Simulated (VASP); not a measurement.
Consider the following.

```
CSi
1.0
    1.54558    -2.67701     0.00000
    1.54558     2.67701     0.00000
    0.00000     0.00000     5.07586
Si C
2 2
Direct
  0.66667   0.33333   0.49958
  0.33333   0.66667   0.99958
  0.66667   0.33333   0.87542
  0.33333   0.66667   0.37542
```

The numbers are results of HSE06 screened hybrid, VASP's PBE PAW potentials (set 64) (plane waves; VASP 6.6.1), not measurements. Settings: 520 eV cut-off, 6×6×4 Γ-centred mesh, Gaussian smearing of 0.050 eV, potentials Si C.

Question: Give the stress tensor in GPa (positive for a compressed cell).

Answer: 
```
-4.86   0.00   0.00
 0.00  -4.86   0.00
 0.00   0.00  -5.43
```
The pressure is its mean diagonal, -5.05 GPa.

The compound is SiC in the wurtzite structure, the rare 2H polytype. It was relaxed first. The cell's shape comes from a PBE relaxation.
